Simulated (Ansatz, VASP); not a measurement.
Two plane-wave programs on TaSF

Contents of INCAR:

```
SYSTEM = TaSF
ALGO = Normal ; EDIFF = 1E-7
EDIFFG = -0.01 ; ENCUT = 600
GGA = PE ; IBRION = 2
ISIF = 3 ; ISMEAR = 0
LASPH = .True. ; LCHARG = .False.
LREAL = .False. ; LWAVE = .False.
NELM = 100 ; NSW = 100
PREC = Accurate ; SIGMA = 0.1
```

KPOINTS

```
k-points
0
Gamma
  14 14 12
  0 0 0
```

The input POSCAR:

```
TaSF
1.0
    3.4663537337      0.0000000000      0.0000000000
    0.0000000000      3.4663537337      0.0000000000
    0.0000000000      0.0000000000      4.1682756330
Ta S F
1 1 1
Direct
    0.5000000000      0.5000000000      0.5000000000
    0.0000000000      0.0000000000      0.5000000000
    0.5000000000      0.5000000000      0.0000000000
```

Input for Ansatz:

```yaml
crystal:
  lattice:
    - [3.4663537337, 0.0, 0.0]
    - [0.0, 3.4663537337, 0.0]
    - [0.0, 0.0, 4.168275633]
  atoms:
    - { symbol: Ta, position: [0.5, 0.5, 0.5] }
    - { symbol: S, position: [0.0, 0.0, 0.5] }
    - { symbol: F, position: [0.5, 0.5, 0.0] }
basis:
  ecutwfc: 420
kpoints:
  mp_grid: { grid: [14, 14, 12] }
hamiltonian:
  xc: pbe
scf:
  occupations: { method: gaussian, width: 0.1 }
output:
  forces: true
  stress: true
  eigenvalues: true
relax:
  adjacent_minimum: "off"
  f_tol: 0.01
  max_steps: 80
  cell: { stress_tol: 0.05 }
```

Alike in both runs: task relaxation of cell and atoms; functional PBE; k mesh 14 × 14 × 12; occupations gaussian, width 0.1 eV; no spin polarisation.

|  | VASP | Ansatz |
| --- | --- | --- |
| version | VASP 6.6.1 | Ansatz 0.2.0 |
| potentials or method | VASP PAW PBE potentials, release 64 (Ta_pv, S, F) | scalar-relativistic, plane waves, PAW |
| plane-wave cutoff (eV) | 600 | 420 |
| valence electrons in the cell | 24 | 26 |

```csv
,VASP,Ansatz,Ansatz less VASP
"gap on the k mesh at the Fermi level, each at its own relaxed structure (eV)",none,none,-
relaxed volume (Å³/atom),16.71,16.69,-0.014
relaxed cell length with the largest relative difference (Å),4.170,4.168,-0.0019
```

A gap of «none» marks a metal or a gap that the smearing closes. The two sets of potentials don't hold the same shells in valence.

The runs have no spin-orbit coupling, so splittings on Ta are missing.
